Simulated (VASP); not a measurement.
OSZICAR of a VASP run on NiAl (CsCl type):

OSZICAR:
```
       N       E                     dE             d eps       ncg     rms          rms(c)
DAV:   1     0.397337933062E+02    0.39734E+02   -0.57397E+03  1136   0.134E+03
DAV:   2    -0.106857948084E+02   -0.50420E+02   -0.48126E+02  1124   0.205E+02
DAV:   3    -0.119361641150E+02   -0.12504E+01   -0.12382E+01  1344   0.421E+01
DAV:   4    -0.119566892409E+02   -0.20525E-01   -0.20513E-01  1254   0.476E+00
DAV:   5    -0.119573372762E+02   -0.64804E-03   -0.64802E-03  1300   0.892E-01    0.118E+01
DAV:   6    -0.138499665148E+02   -0.18926E+01   -0.58252E+01  1246   0.131E+02    0.157E+01
DAV:   7    -0.105555101835E+02    0.32945E+01   -0.16721E+01  1238   0.785E+01    0.112E+00
DAV:   8    -0.105484564632E+02    0.70537E-02   -0.43807E-01  1398   0.844E+00    0.101E+00
DAV:   9    -0.105350835449E+02    0.13373E-01   -0.56453E-02  1308   0.387E+00    0.184E-01
DAV:  10    -0.105347131115E+02    0.37043E-03   -0.15867E-03  1316   0.626E-01    0.746E-02
DAV:  11    -0.105347090204E+02    0.40911E-05   -0.43347E-05  1320   0.675E-02    0.265E-02
DAV:  12    -0.105347070101E+02    0.20103E-05   -0.37199E-06   978   0.355E-02    0.327E-03
DAV:  13    -0.105347065247E+02    0.48548E-06   -0.29493E-07   574   0.578E-03
   1 F= -.11408707E+02 E0= -.11408530E+02  d E =-.114087E+02
       N       E                     dE             d eps       ncg     rms          rms(c)
DAV:   1    -0.112216878984E+02   -0.68698E+00   -0.89314E+00  1220   0.554E+01    0.803E+00
DAV:   2    -0.120182375811E+02   -0.79655E+00   -0.26738E+01  1268   0.899E+01    0.980E+00
DAV:   3    -0.105023873186E+02    0.15159E+01   -0.87503E+00  1238   0.558E+01    0.849E-01
DAV:   4    -0.105018353993E+02    0.55192E-03   -0.11135E-01  1226   0.370E+00    0.769E-01
DAV:   5    -0.104965240367E+02    0.53114E-02   -0.20025E-02  1414   0.206E+00    0.184E-01
DAV:   6    -0.104964073882E+02    0.11665E-03   -0.10396E-03  1250   0.529E-01    0.563E-02
DAV:   7    -0.104963979071E+02    0.94811E-05   -0.45285E-05  1586   0.953E-02    0.192E-02
DAV:   8    -0.104963948704E+02    0.30367E-05   -0.77665E-06  1104   0.455E-02    0.427E-03
DAV:   9    -0.104963947312E+02    0.13919E-06   -0.34851E-07   584   0.697E-03
   2 F= -.11412919E+02 E0= -.11412663E+02  d E =-.421195E-02
       N       E                     dE             d eps       ncg     rms          rms(c)
DAV:   1    -0.106448752656E+02   -0.14848E+00   -0.16360E+00  1202   0.246E+01    0.318E+00
DAV:   2    -0.107627869202E+02   -0.11791E+00   -0.42400E+00  1244   0.357E+01    0.410E+00
DAV:   3    -0.105253652930E+02    0.23742E+00   -0.17537E+00  1262   0.229E+01    0.618E-01
DAV:   4    -0.105211387069E+02    0.42266E-02   -0.16558E-02  1304   0.199E+00    0.985E-02
DAV:   5    -0.105210209990E+02    0.11771E-03   -0.39566E-04  1222   0.200E-01    0.349E-02
DAV:   6    -0.105210273031E+02   -0.63041E-05   -0.17281E-05  1256   0.606E-02    0.157E-02
DAV:   7    -0.105210297774E+02   -0.24743E-05   -0.41557E-06   620   0.263E-02    0.509E-03
DAV:   8    -0.105210300366E+02   -0.25919E-06   -0.15331E-06   560   0.248E-02
   3 F= -.11419015E+02 E0= -.11418797E+02  d E =-.103075E-01
```

Task: Which electronic solver shows in the log?

Result: It is blocked Davidson (ALGO = Normal, or the opening steps of other solvers). The INCAR had ALGO = Normal.

Task: How was spin treated?

Result: Without spin polarisation: there is no mag entry.

Task: Can the final energy be trusted as converged?

Result: Self-consistency was reached. It stopped with EDIFF = 1E-6, NELM = 100, NSW = 60 and EDIFFG = -0.01 after 3 ionic steps (PBE GGA with D4 dispersion, plane waves, VASP's PBE PAW potentials (set 64)). Energy and stress use the plane-wave basis of the starting cell.

The compound is NiAl in the CsCl type structure. This run relaxes it. Symmetry was kept, so distortions that lower it aren't found. The run is not spin-polarised, so no magnetic state was tried. The electron count is odd and the run is not spin-polarised, which forces a metal.
